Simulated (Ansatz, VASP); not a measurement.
# SbP in two plane-wave programs

One calculation is typed for both programs; each brings its own data sets. How far apart do they land? The cell is generated by rule, not measured, and may not be a known phase. The cell is taken from a series of runs on this material, whose earlier steps may have relaxed, scaled, displaced or heated it; both programs get it as it stands.

Method: plane waves, with VASP 6.6.1 beside it; zone-centre phonons at LDA, in Ansatz 0.2.0.

The structure was built from a prototype and need not be the compound's stable phase.

## Step 1: The starting structure

It takes space group P6_3/mmc (No. 194, hexagonal). Conventional cell: a = 4.652 Å, b = 4.652 Å, c = 5.549 Å, α = 90.00°, β = 90.00°, γ = 120.00°. Sb has 5 P at 2.69 to 2.77 Å nearest. P has 5 Sb at 2.69 to 2.77 Å nearest. Farther neighbours are not listed.

Coordinates:

```cif
data_structure
_symmetry_space_group_name_H-M 'P 1'
_symmetry_Int_Tables_number 1
_cell_length_a 4.6518
_cell_length_b 4.6518
_cell_length_c 5.5487
_cell_angle_alpha 90.000
_cell_angle_beta 90.000
_cell_angle_gamma 120.000
_cell_volume 103.98
loop_
_atom_site_label
_atom_site_type_symbol
_atom_site_fract_x
_atom_site_fract_y
_atom_site_fract_z
_atom_site_occupancy
Sb1 Sb 0.33333 0.66667 0.25000 1
Sb2 Sb 0.66667 0.33333 0.75000 1
P3 P 0.66667 0.33333 0.25000 1
P4 P 0.33333 0.66667 0.75000 1
```

## Step 2: VASP: zone-centre phonons, LDA

Second derivatives magnify differences that forces hide, and they need a tight electronic threshold.

Lines of VASP's logs that name or quote its potential files are left out, and so is its time.

Contents of INCAR:

```
SYSTEM = SbP
PREC = Accurate
ENCUT = 500
EDIFF = 1E-08
NELM = 120
ISMEAR = 1
SIGMA = 0.15
LREAL = .FALSE.
ALGO = Normal
GGA = CA
NBANDS = 16
LORBIT = 11
LWAVE = .FALSE.
LCHARG = .FALSE.
ISIF = 2
IBRION = 8
LASPH = .TRUE.
GGA_COMPAT = .FALSE.
KPAR = 2
```

Contents of POSCAR:

```
SbP
1.0
    4.6517605951     -0.0000030644      0.0000000000
   -2.3258776437      4.0285443799      0.0000000000
    0.0000000000      0.0000000000      5.5486638842
Sb P
2 2
Direct
    0.3333333333      0.6666666667      0.2500000000
    0.6666666667      0.3333333333      0.7500000000
    0.6666666667      0.3333333333      0.2500000000
    0.3333333333      0.6666666667      0.7500000000
```

Contents of KPOINTS:

```
Automatic mesh
0
Gamma
10 10 6
0 0 0
```

PAW data sets: Sb and P (LDA family, release 64).

Started as:

```bash
> mpirun -np 2 vasp_std
```

Numbers of over 12 decimals in the logs are rounded to 6 here.

What it wrote:

```text
[banner, memory and clock lines left out]
running    2 mpi-ranks, on    1 nodes
 distrk:  each k-point on    1 cores,    2 groups
 distr:  one band on    1 cores,    1 groups

 POSCAR found type information on POSCAR SbP
 POSCAR found :  2 types and       4 ions
 LDA part: xc-table for (Slater(with rela. corr.)+CA(PZ))
 , standard interpolation
 POSCAR, INCAR and KPOINTS ok, starting setup
 FFT: planning ... GRIDC
 FFT: planning ... GRID_SOFT
 FFT: planning ... GRID
 WAVECAR not read
 entering main loop
       N       E                     dE             d eps       ncg     rms          rms(c)
DAV:   1     0.918666068063E+02    0.91867E+02   -0.72077E+03  1792   0.983E+02
DAV:   2    -0.138112859422E+02   -0.10568E+03   -0.10234E+03  2376   0.170E+02
DAV:   3    -0.207772569615E+02   -0.69660E+01   -0.69052E+01  2480   0.486E+01
DAV:   4    -0.208626808852E+02   -0.85424E-01   -0.85388E-01  2120   0.640E+00
DAV:   5    -0.208645189142E+02   -0.18380E-02   -0.18378E-02  2528   0.936E-01    0.660E+00
DAV:   6    -0.204654763899E+02    0.39904E+00   -0.10162E+00  2016   0.444E+00    0.406E+00
DAV:   7    -0.204487975813E+02    0.16679E-01   -0.13363E-01  2448   0.188E+00    0.177E+00
DAV:   8    -0.204402416662E+02    0.85559E-02   -0.14493E-02  2120   0.626E-01    0.345E-01
DAV:   9    -0.204397904151E+02    0.45125E-03   -0.20953E-03  2328   0.263E-01    0.760E-02
DAV:  10    -0.204398164821E+02   -0.26067E-04   -0.15373E-04  2296   0.711E-02    0.507E-02
DAV:  11    -0.204398278187E+02   -0.11337E-04   -0.63653E-05  2200   0.385E-02    0.133E-02
DAV:  12    -0.204398235310E+02    0.42878E-05   -0.15208E-05  2088   0.201E-02    0.879E-03
DAV:  13    -0.204398236528E+02   -0.12177E-06   -0.18788E-06  2360   0.715E-03    0.169E-03
DAV:  14    -0.204398236625E+02   -0.97748E-08   -0.58971E-08  2288   0.132E-03
   1 F= -.20439824E+02 E0= -.20440253E+02  d E =0.128767E-02
 Linear response reoptimize wavefunctions to high precision
DAV:   1    -0.204398236656E+02   -0.30190E-08   -0.12947E-08  2344   0.525E-04
DAV:   2    -0.204398236656E+02   -0.34561E-10   -0.53296E-10  1296   0.149E-04
 Linear response DOF=           4
 Linear response progress:
  Degree of freedom:   1/  4
       N       E                     dE             d eps       ncg     rms          rms(c)
RMM:   1    -0.281359162610E-01   -0.28136E-01    0.46420E-03 12956   0.130E+00
RMM:   2    -0.267056597783E-01    0.14303E-02   -0.28757E-03 10722   0.306E-01    0.666E-02
RMM:   3    -0.267082901026E-01   -0.26303E-05   -0.99136E-05 10988   0.533E-02    0.369E-02
RMM:   4    -0.266848188834E-01    0.23471E-04    0.68518E-07 11201   0.173E-02    0.441E-03
RMM:   5    -0.266821276495E-01    0.26912E-05    0.65837E-07 11508   0.428E-03    0.117E-03
RMM:   6    -0.266815870749E-01    0.54057E-06    0.40297E-07 11735   0.114E-03    0.470E-04
RMM:   7    -0.266822331295E-01   -0.64605E-06    0.12949E-06 11613   0.445E-04    0.990E-05
RMM:   8    -0.266822872292E-01   -0.54100E-07    0.26215E-07 11952   0.114E-04    0.466E-05
RMM:   9    -0.266823031134E-01   -0.15884E-07    0.19055E-07 11888   0.457E-05    0.854E-06
RMM:  10    -0.266823238245E-01   -0.20711E-07    0.86897E-08 12258   0.221E-05    0.462E-06
RMM:  11    -0.266823295070E-01   -0.56825E-08    0.74274E-08 11794   0.158E-05    0.661E-07
 first order change of Fermi-energy   0.37003E-04
 force on displaced ion       1 direction 1 :  -1.891  -0.001   0.000
 Linear response progress:
  Degree of freedom:   2/  4
       N       E                     dE             d eps       ncg     rms          rms(c)
RMM:   1    -0.324280481905E-01   -0.32428E-01    0.14053E-02  4251   0.133E+00
RMM:   2    -0.308650072062E-01    0.15630E-02   -0.27815E-03  3693   0.306E-01    0.876E-02
RMM:   3    -0.307850090210E-01    0.79998E-04   -0.73389E-05  3746   0.573E-02    0.482E-02
RMM:   4    -0.306947623600E-01    0.90247E-04    0.56390E-05  3544   0.261E-02    0.597E-03
RMM:   5    -0.307030893218E-01   -0.83270E-05    0.16060E-05  3916   0.633E-03    0.220E-03
RMM:   6    -0.307096774293E-01   -0.65881E-05    0.52295E-06  3637   0.276E-03    0.332E-04
RMM:   7    -0.307090535690E-01    0.62386E-06    0.31287E-07  3932   0.691E-04    0.208E-04
RMM:   8    -0.307087669949E-01    0.28657E-06    0.93509E-08  4032   0.202E-04    0.332E-05
RMM:   9    -0.307088234933E-01   -0.56498E-07    0.71326E-08  4069   0.808E-05    0.265E-05
RMM:  10    -0.307087584321E-01    0.65061E-07    0.40810E-08  4117   0.388E-05    0.124E-05
RMM:  11    -0.307087698029E-01   -0.11371E-07    0.21555E-08  4312   0.222E-05    0.390E-06
RMM:  12    -0.307087749595E-01   -0.51567E-08   -0.99574E-10  4145   0.188E-05    0.116E-06
 first order change of Fermi-energy  -0.15574E-02
 force on displaced ion       1 direction 3 :  -0.000   0.000  -1.858
 Linear response progress:
  Degree of freedom:   3/  4
       N       E                     dE             d eps       ncg     rms          rms(c)
RMM:   1    -0.540638651364E-01   -0.54064E-01    0.49042E-03 15684   0.140E+00
RMM:   2    -0.497430187713E-01    0.43208E-02   -0.33041E-03 10404   0.331E-01    0.764E-02
RMM:   3    -0.499795981000E-01   -0.23658E-03   -0.14906E-04 10896   0.695E-02    0.374E-02
RMM:   4    -0.501745252345E-01   -0.19493E-03   -0.35954E-05 10900   0.296E-02    0.897E-03
RMM:   5    -0.501761591092E-01   -0.16339E-05    0.56321E-08 11495   0.876E-03    0.328E-03
RMM:   6    -0.501726253900E-01    0.35337E-05    0.14643E-07 11626   0.165E-03    0.210E-03
RMM:   7    -0.501754099775E-01   -0.27846E-05    0.38054E-07 11594   0.657E-04    0.325E-04
RMM:   8    -0.501756744444E-01   -0.26447E-06    0.27779E-07 12039   0.182E-04    0.966E-05
RMM:   9    -0.501756124072E-01    0.62037E-07    0.79235E-08 11910   0.676E-05    0.220E-05
RMM:  10    -0.501756595429E-01   -0.47136E-07    0.18013E-08 12173   0.333E-05    0.586E-06
RMM:  11    -0.501756364938E-01    0.23049E-07   -0.52078E-08 12220   0.231E-05    0.176E-06
RMM:  12    -0.501756392804E-01   -0.27866E-08   -0.71808E-08  9977   0.195E-05    0.390E-07
 first order change of Fermi-energy  -0.51463E-04
 force on displaced ion       3 direction 1 :  -2.954   0.000   0.000
 Linear response progress:
  Degree of freedom:   4/  4
       N       E                     dE             d eps       ncg     rms          rms(c)
RMM:   1    -0.581209865746E-01   -0.58121E-01    0.15829E-02  5088   0.140E+00
RMM:   2    -0.539118792272E-01    0.42091E-02   -0.32140E-03  3561   0.329E-01    0.926E-02
RMM:   3    -0.540588087311E-01   -0.14693E-03   -0.20897E-04  3719   0.679E-02    0.453E-02
RMM:   4    -0.542158187479E-01   -0.15701E-03   -0.36061E-05  3714   0.272E-02    0.787E-03
RMM:   5    -0.542478995809E-01   -0.32081E-04    0.24455E-06  3904   0.725E-03    0.426E-03
RMM:   6    -0.542406829087E-01    0.72167E-05   -0.12515E-08  3852   0.179E-03    0.178E-03
RMM:   7    -0.542420240305E-01   -0.13411E-05   -0.76766E-07  3951   0.533E-04    0.355E-04
RMM:   8    -0.542414016178E-01    0.62241E-06   -0.23008E-07  4104   0.147E-04    0.699E-05
RMM:   9    -0.542414278581E-01   -0.26240E-07   -0.13217E-07  4164   0.665E-05    0.861E-06
RMM:  10    -0.542414055662E-01    0.22292E-07   -0.10030E-08  4258   0.383E-05    0.313E-06
RMM:  11    -0.542413979694E-01    0.75967E-08    0.80404E-09  3943   0.295E-05    0.138E-06
 first order change of Fermi-energy   0.17093E-02
 force on displaced ion       3 direction 3 :  -0.000   0.000  -2.220
 Linear response finished
```

From OUTCAR (step 2):

```text
ion  position               nearest neighbor table
   1  0.333  0.667  0.250-   3 2.69   3 2.69   3 2.69   4 2.77   4 2.77
   2  0.667  0.333  0.750-   4 2.69   4 2.69   4 2.69   3 2.77   3 2.77
   3  0.667  0.333  0.250-   1 2.69   1 2.69   1 2.69   2 2.77   2 2.77
   4  0.333  0.667  0.750-   2 2.69   2 2.69   2 2.69   1 2.77   1 2.77

  LATTYP: Found a hexagonal cell.
 ALAT       =     4.6517605951
 C/A-ratio  =     1.1928094258

 Subroutine GETGRP returns: Found 24 space group operations
 (whereof 12 operations were pure point group operations)

The static configuration has the point symmetry D_3d.
 The point group associated with its full space group is D_6h.

 Found     56 irreducible k-points:

   k-points           NKPTS =     56   k-points in BZ     NKDIM =     56   number of bands    NBANDS=     16

   dimension x,y,z NGX =    36 NGY =   36 NGZ =   40
   dimension x,y,z NGXF=    72 NGYF=   72 NGZF=   80

   ENCUT  =  500.0 eV  36.75 Ry    6.06 a.u.   8.48  8.48 10.12*2*pi/ulx,y,z

   NELECT =      20.0000    total number of electrons

 k-points in reciprocal lattice and weights: Automatic mesh
   0.00000000  0.00000000  0.00000000       0.002
   0.10000000 -0.00000000  0.00000000       0.010
   0.20000000 -0.00000000  0.00000000       0.010
   0.30000000 -0.00000000  0.00000000       0.010
   0.40000000 -0.00000000  0.00000000       0.010
   0.50000000 -0.00000000  0.00000000       0.005
   0.10000000  0.10000000  0.00000000       0.010
   0.20000000  0.10000000  0.00000000       0.020
   0.30000000  0.10000000  0.00000000       0.020
[...]
0.40000000  0.20000000  0.50000000       0.010
   0.30000000  0.30000000  0.50000000       0.010

 average (electrostatic) potential at core
       1 -87.8002       2 -87.8002       3 -83.8277       4 -83.8277

  Total        0.1113739      0.1113739      0.0409058      0.0000000      0.0000000     -0.0000000
  in kB        1.7160912      1.7160912      0.6302912      0.0000000      0.0000000     -0.0000000
  external PRESSURE =       1.3541579 kB  Pullay stress =       0.0000000 kB

  energy-cutoff  :      500.00
  volume of cell :      103.98
      direct lattice vectors                 reciprocal lattice vectors
     4.651760595 -0.000003064  0.000000000     0.214972452  0.124114214  0.000000000
    -2.325877644  4.028544380  0.000000000     0.000000164  0.248228711  0.000000000
     0.000000000  0.000000000  5.548663884     0.000000000  0.000000000  0.180223567

 POSITION                                       TOTAL-FORCE (eV/Angst)
 -----------------------------------------------------------------------------------
      0.00000      2.68570      1.38717         0.000000     -0.000000      0.000000
      2.32588      1.34285      4.16150         0.000000     -0.000000      0.000000
      2.32588      1.34285      1.38717        -0.000000     -0.000000      0.000000
      0.00000      2.68570      4.16150        -0.000000      0.000000      0.000000
 -----------------------------------------------------------------------------------
    total drift:                               -0.000000      0.000000     -0.000000

 Eigenvectors and eigenvalues of the dynamical matrix
 ----------------------------------------------------

   1 f  =    7.598046 THz    47.739931 2PiTHz  253.443535 cm-1    31.422979 meV
             X         Y         Z           dx          dy          dz
      0.000002  2.685695  1.387166     0.000000    0.000000    0.211069
      2.325881  1.342846  4.161498     0.000000    0.000000   -0.211069
      2.325881  1.342846  1.387166    -0.000000   -0.000000    0.674870
      0.000002  2.685695  4.161498    -0.000000   -0.000000   -0.674870

   2 f  =    5.614147 THz    35.274727 2PiTHz  187.267793 cm-1    23.218237 meV
             X         Y         Z           dx          dy          dz
      0.000002  2.685695  1.387166    -0.013953   -0.318808    0.000000
      2.325881  1.342846  4.161498    -0.013953   -0.318808    0.000000
      2.325881  1.342846  1.387166     0.027590    0.630401   -0.000000
      0.000002  2.685695  4.161498     0.027590    0.630401   -0.000000

   3 f  =    5.614147 THz    35.274727 2PiTHz  187.267793 cm-1    23.218237 meV
             X         Y         Z           dx          dy          dz
      0.000002  2.685695  1.387166     0.318808   -0.013953    0.000000
      2.325881  1.342846  4.161498     0.318808   -0.013953   -0.000000
      2.325881  1.342846  1.387166    -0.630401    0.027590    0.000000
      0.000002  2.685695  4.161498    -0.630401    0.027590    0.000000

   4 f  =    4.717943 THz    29.643710 2PiTHz  157.373639 cm-1    19.511836 meV
             X         Y         Z           dx          dy          dz
      0.000002  2.685695  1.387166    -0.005680   -0.129677   -0.000000
      2.325881  1.342846  4.161498     0.005680    0.129677    0.000000
      2.325881  1.342846  1.387166     0.030418    0.694425    0.000000
      0.000002  2.685695  4.161498    -0.030418   -0.694425    0.000000

   5 f  =    4.717943 THz    29.643710 2PiTHz  157.373639 cm-1    19.511836 meV
             X         Y         Z           dx          dy          dz
      0.000002  2.685695  1.387166    -0.129677    0.005680    0.000000
      2.325881  1.342846  4.161498     0.129677   -0.005680   -0.000000
      2.325881  1.342846  1.387166     0.694425   -0.030418    0.000000
      0.000002  2.685695  4.161498    -0.694425    0.030418    0.000000

   6 f  =    2.764309 THz    17.368666 2PiTHz   92.207427 cm-1    11.432259 meV
             X         Y         Z           dx          dy          dz
      0.000002  2.685695  1.387166    -0.000000    0.000000    0.674870
      2.325881  1.342846  4.161498    -0.000000    0.000000   -0.674870
      2.325881  1.342846  1.387166    -0.000000    0.000000   -0.211069
      0.000002  2.685695  4.161498     0.000000   -0.000000    0.211069

   7 f  =    0.661756 THz     4.157938 2PiTHz   22.073819 cm-1     2.736804 meV
             X         Y         Z           dx          dy          dz
      0.000002  2.685695  1.387166     0.030529    0.694420    0.000000
      2.325881  1.342846  4.161498    -0.030529   -0.694420    0.000000
      2.325881  1.342846  1.387166     0.005701    0.129676    0.000000
      0.000002  2.685695  4.161498    -0.005701   -0.129676    0.000000

   8 f  =    0.661756 THz     4.157938 2PiTHz   22.073819 cm-1     2.736804 meV
             X         Y         Z           dx          dy          dz
      0.000002  2.685695  1.387166    -0.694420    0.030529   -0.000000
      2.325881  1.342846  4.161498     0.694420   -0.030529   -0.000000
      2.325881  1.342846  1.387166    -0.129676    0.005701   -0.000000
      0.000002  2.685695  4.161498     0.129676   -0.005701   -0.000000

   9 f  =    0.001408 THz     0.008848 2PiTHz    0.046974 cm-1     0.005824 meV
             X         Y         Z           dx          dy          dz
      0.000002  2.685695  1.387166    -0.000000   -0.000000    0.631250
      2.325881  1.342846  4.161498    -0.000000   -0.000000    0.631250
      2.325881  1.342846  1.387166    -0.000000   -0.000000    0.318628
      0.000002  2.685695  4.161498    -0.000000   -0.000000    0.318628

  10 f/i=    0.005975 THz     0.037542 2PiTHz    0.199305 cm-1     0.024711 meV
             X         Y         Z           dx          dy          dz
      0.000002  2.685695  1.387166     0.522628   -0.353591    0.000000
      2.325881  1.342846  4.161498     0.522628   -0.353591    0.000000
      2.325881  1.342846  1.387166     0.264305   -0.178819    0.000000
      0.000002  2.685695  4.161498     0.264305   -0.178819    0.000000

  11 f/i=    0.005975 THz     0.037542 2PiTHz    0.199305 cm-1     0.024711 meV
             X         Y         Z           dx          dy          dz
      0.000002  2.685695  1.387166     0.353591    0.522628    0.000000
      2.325881  1.342846  4.161498     0.353591    0.522628    0.000000
      2.325881  1.342846  1.387166     0.178819    0.264305    0.000000
      0.000002  2.685695  4.161498     0.178819    0.264305    0.000000

  12 f/i=    4.783870 THz    30.057942 2PiTHz  159.572729 cm-1    19.784488 meV
             X         Y         Z           dx          dy          dz
      0.000002  2.685695  1.387166     0.000000   -0.000000    0.318628
      2.325881  1.342846  4.161498     0.000000   -0.000000    0.318628
      2.325881  1.342846  1.387166     0.000000   -0.000000   -0.631250
      0.000002  2.685695  4.161498     0.000000   -0.000000   -0.631250

 ELASTIC MODULI CONTR FROM IONIC RELAXATION (kBar)
 Direction    XX          YY          ZZ          XY          YZ          ZX
 --------------------------------------------------------------------------------
 XX        -350.8588    350.8588      0.0000     -0.0000      0.0000      0.0000
 YY         350.8588   -350.8588     -0.0000     -0.0000     -0.0000     -0.0000
 ZZ           0.0000     -0.0000     -0.0000     -0.0000     -0.0000      0.0000
 XY          -0.0000     -0.0000     -0.0000   -350.8588      0.0000     -0.0000
 YZ           0.0000     -0.0000     -0.0000      0.0000     -0.0000      0.0000
 ZX           0.0000     -0.0000      0.0000     -0.0000      0.0000     -0.0000
 --------------------------------------------------------------------------------
```

(Part 1 of 2 ends here.)

[Lines on the potential files, build, host, timing and source positions are cut from VASP's logs without a mark.]

[Logs are printed without paths, hosts, clocks, repeated set-up lines and the standing remarks that a program may print on its own settings, such as how far it seeks lower states.]

[Hosts, paths, dates, database ids (printed as entryN), source tags and the programs' standing remarks are cut or masked in the printed files.]
